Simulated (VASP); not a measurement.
OSZICAR of a VASP run on AgF (relaxed from the CsCl type structure, space group Pm-3m):

File OSZICAR:
```
       N       E                     dE             d eps       ncg     rms          rms(c)
DAV:   1     0.106281227008E+03    0.10628E+03   -0.10219E+04  1488   0.137E+03
DAV:   2    -0.459638978743E+01   -0.11088E+03   -0.10279E+03  1596   0.303E+02
DAV:   3    -0.771953364258E+01   -0.31231E+01   -0.31134E+01  1666   0.555E+01
DAV:   4    -0.772978184235E+01   -0.10248E-01   -0.10248E-01  1651   0.343E+00
DAV:   5    -0.772983393014E+01   -0.52088E-04   -0.52088E-04  1686   0.246E-01    0.624E+00
DAV:   6    -0.704036438026E+01    0.68947E+00   -0.26285E+00  1526   0.239E+01    0.546E+00
DAV:   7    -0.698277555934E+01    0.57589E-01   -0.21945E-01  1471   0.783E+00    0.314E+00
DAV:   8    -0.697196389057E+01    0.10812E-01   -0.88703E-02  1546   0.351E+00    0.739E-01
DAV:   9    -0.696841910143E+01    0.35448E-02   -0.99929E-03  1526   0.165E+00    0.583E-02
DAV:  10    -0.696849100766E+01   -0.71906E-04   -0.58621E-04  1481   0.279E-01    0.363E-02
DAV:  11    -0.696849677585E+01   -0.57682E-05   -0.19727E-05  1746   0.568E-02    0.861E-03
DAV:  12    -0.696849587697E+01    0.89887E-06   -0.33388E-06  1461   0.216E-02
   1 F= -.69684959E+01 E0= -.69687414E+01  d E =-.696850E+01
       N       E                     dE             d eps       ncg     rms          rms(c)
DAV:   1    -0.751238105405E+01   -0.54388E+00   -0.87537E+00  1456   0.354E+01    0.535E+00
DAV:   2    -0.701244727896E+01    0.49993E+00   -0.13648E+00  1491   0.127E+01    0.128E+00
DAV:   3    -0.698524426758E+01    0.27203E-01   -0.74737E-02  1502   0.555E+00    0.123E+00
DAV:   4    -0.698256153316E+01    0.26827E-02   -0.67038E-03  1626   0.901E-01    0.741E-01
DAV:   5    -0.698156855731E+01    0.99298E-03   -0.17536E-03  1566   0.449E-01    0.970E-02
DAV:   6    -0.698140406472E+01    0.16449E-03   -0.52220E-04  1596   0.353E-01    0.195E-02
DAV:   7    -0.698140817170E+01   -0.41070E-05   -0.48444E-05  1541   0.868E-02    0.106E-02
DAV:   8    -0.698140756495E+01    0.60676E-06   -0.28377E-06  1443   0.181E-02
   2 F= -.69814076E+01 E0= -.69816919E+01  d E =-.129117E-01
       N       E                     dE             d eps       ncg     rms          rms(c)
DAV:   1    -0.700354096816E+01   -0.22133E-01   -0.34503E-01  1456   0.699E+00    0.106E+00
DAV:   2    -0.698321004931E+01    0.20331E-01   -0.57648E-02  1466   0.263E+00    0.226E-01
DAV:   3    -0.698233725758E+01    0.87279E-03   -0.24608E-03  1560   0.940E-01    0.204E-01
DAV:   4    -0.698224897151E+01    0.88286E-04   -0.20377E-04  1651   0.167E-01    0.122E-01
DAV:   5    -0.698222077668E+01    0.28195E-04   -0.59516E-05  1566   0.786E-02    0.177E-02
DAV:   6    -0.698221596007E+01    0.48166E-05   -0.14862E-05  1546   0.567E-02    0.316E-03
DAV:   7    -0.698221650612E+01   -0.54604E-06   -0.15721E-06  1026   0.166E-02
   3 F= -.69822165E+01 E0= -.69824927E+01  d E =-.137206E-01
```

**Question.** Which electronic solver shows in the log?

**Answer.** It is blocked Davidson (ALGO = Normal, or the opening steps of other solvers). The INCAR had ALGO = Normal.

**Question.** Can the final energy be trusted as converged?

**Answer.** The calculation finished and met its thresholds. It stopped with EDIFF = 1E-6, NELM = 100, NSW = 60 and EDIFFG = -0.01 after 3 ionic steps (PBEsol GGA, plane waves, VASP's PBE PAW potentials (set 64)). Energy and stress use the plane-wave basis of the starting cell.

The structure was generated: AgF was put into the CsCl type type (Pm-3m), which need not be its known phase. This run relaxes it. Symmetry was kept, so distortions that lower it aren't found. The start is the result of an earlier pass.
